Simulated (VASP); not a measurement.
Here is the system:

```yaml
crystal:
  lattice:
    - [0.00000, 2.01806, 2.01806]
    - [2.01806, 0.00000, 2.01806]
    - [8.06472, 8.06472, 0.00751]
  atoms:
    - { symbol: Pt, position: [0.00000, 0.00000, 0.00000] }
    - { symbol: Au, position: [0.00544, 0.00544, 0.24592] }
    - { symbol: Au, position: [0.00000, 0.00000, 0.50000] }
    - { symbol: Au, position: [0.99456, 0.99456, 0.75408] }
```

The numbers are results of PBEsol GGA, VASP's PBE PAW potentials (set 64) (plane waves; VASP), not measurements. Run with 400 eV cut-off, 15×15×4 Γ-centred mesh, tetrahedra with Blöchl corrections, potentials Pt Au.

Unless said otherwise, spin-orbit coupling is left out, though it shifts the bands of the heavy elements here.

Q: Tabulate the total density of states (states/eV per cell) against energy (eV; zero at the valence-band maximum or, without a gap, the Fermi level).

A: 
```
E (eV) | DOS (states/eV)
    -9.97 |  0.01
    -9.75 |  0.14
    -9.64 | # 0.19
    -9.42 | # 0.23
    -9.31 | # 0.24
    -9.09 | # 0.30
    -8.98 | # 0.35
    -8.76 | # 0.39
    -8.65 | # 0.42
    -8.43 | ## 0.50
    -8.32 | ## 0.57
    -8.10 | ## 0.61
    -7.88 | ## 0.71
    -7.77 | ### 0.82
    -7.55 | #### 1.11
    -7.44 | #### 1.34
    -7.22 | ######## 2.38
    -7.11 | ######### 2.85
    -6.89 | ############## 4.32
    -6.78 | ############### 4.68
    -6.56 | ###################### 6.81
    -6.45 | #################### 6.31
    -6.23 | ################### 6.05
    -6.01 | ################## 5.79
    -5.90 | ################# 5.51
    -5.68 | ################## 5.60
    -5.57 | ################### 5.98
    -5.35 | ############# 3.99
    -5.24 | ######################## 7.53
    -5.02 | ######################### 7.79
    -4.91 | ################### 5.95
    -4.69 | ######################## 7.60
    -4.58 | ############################## 9.49
    -4.36 | ########################## 8.22
    -4.14 | ######################## 7.74
    -4.03 | #################### 6.31
    -3.81 | ####################### 7.31
    -3.70 | ##################### 6.63
    -3.48 | ####################### 7.19
    -3.37 | ##################### 6.67
    -3.15 | ###################### 7.07
    -3.04 | ###################### 6.85
    -2.82 | ####################### 7.17
    -2.71 | ################## 5.72
    -2.49 | ################## 5.70
    -2.38 | ##################### 6.57
    -2.16 | ################## 5.84
    -1.94 | ################# 5.28
    -1.83 | ############### 4.84
    -1.61 | ################## 5.75
    -1.50 | ################### 6.14
    -1.28 | ############## 4.41
    -1.17 | ########### 3.61
    -0.95 | ############## 4.51
    -0.84 | ############## 4.49
    -0.62 | ####### 2.18
    -0.51 | ###### 1.96
    -0.29 | ##### 1.74
    -0.07 | ##### 1.48
     0.04 | #### 1.40
     0.26 | ##### 1.47
     0.37 | #### 1.40
     0.59 | #### 1.34
     0.70 | #### 1.41
     0.92 | #### 1.26
     1.03 | #### 1.17
     1.25 | #### 1.14
     1.36 | #### 1.22
     1.58 | #### 1.16
     1.80 | #### 1.16
     1.91 | #### 1.33
     2.13 | ### 0.98
     2.24 | ### 0.98
     2.46 | ### 1.05
     2.57 | ### 1.06
     2.79 | ### 0.94
     2.90 | ### 0.98
     3.12 | #### 1.13
     3.23 | #### 1.29
     3.45 | ### 1.11
```
Within 2 eV below the Fermi level the largest weight inside VASP's projection spheres is Au d, then Pt d.

The structure was generated: Au3Pt was put into an ordered model structure (R-3m), which need not be its known phase. It was relaxed first. The electron count is odd and the run is not spin-polarised, which forces a metal.
